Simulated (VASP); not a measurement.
AlB2Sb3:

```xyz
6
Lattice="3.7940 0.0000 0.0000 -1.8970 3.2857 0.0000 0.0000 0.0000 9.2920" Properties=species:S:1:pos:R:3 pbc="T T T"
Al    0.0000    0.0000    0.0000
B     1.8970    1.0952    3.0973
B     0.0000    2.1905    6.1947
Sb    1.8970    1.0952    5.4203
Sb    0.0000    0.0000    2.3230
Sb    0.0000    2.1905    8.5177
```

The cell was built by a generator and needn't be a form met in nature.

```yaml
Program: VASP 6.6.1
Task: relaxation of cell and atoms
Functional: PBE
Potentials_or_basis: VASP PAW PBE potentials, release 64 (Al, B, Sb)
Cutoff: 520 eV
k_mesh: 5 × 5 × 2
Occupations: gaussian, width 0.15 eV
Spin: no spin polarisation
```

At the start: pressure 17.2 GPa; volume 19.31 Å³/atom.

Task: How do energy, volume and symmetry change on relaxing?

Result: Over 10 steps the energy falls by 310.4 meV/atom and the volume is 22.18 Å³/atom (+14.9 %); space group P3m1 (No. 156, to 0.05 Å).

The path:
```csv
step,energy change (eV),largest force (eV/Å),pressure (GPa),volume (Å³)
1,0.0000,4.3639,17.17,115.83
2,-1.1552,0.9392,-7.10,154.10
3,-1.5270,1.4245,-1.99,138.89
4,-1.5274,1.4572,-1.77,138.40
5,-1.7037,0.7270,-0.80,135.61
6,-1.7722,1.1299,0.68,132.50
7,-1.8547,0.2729,0.50,131.93
8,-1.8569,0.2151,0.48,131.82
9,-1.8625,0.0852,-0.05,132.89
10,-1.8626,0.0666,-0.09,133.09
```

Final structure:
```cif
data_structure
_symmetry_space_group_name_H-M 'P 1'
_symmetry_Int_Tables_number 1
_cell_length_a 3.9438
_cell_length_b 3.9438
_cell_length_c 9.8806
_cell_angle_alpha 90.000
_cell_angle_beta 90.000
_cell_angle_gamma 120.000
_cell_volume 133.09
loop_
_atom_site_label
_atom_site_type_symbol
_atom_site_fract_x
_atom_site_fract_y
_atom_site_fract_z
_atom_site_occupancy
Al1 Al 0.00000 0.00000 0.00487 1
B1 B 0.66667 0.33333 0.34940 1
B2 B 0.33333 0.66667 0.65217 1
Sb1 Sb 0.66667 0.33333 0.58146 1
Sb2 Sb 0.00000 0.00000 0.27752 1
Sb3 Sb 0.33333 0.66667 0.88458 1
```

Caveat: the k mesh is coarse (spacing up to 0.38 Å⁻¹), so the values aren't converged.
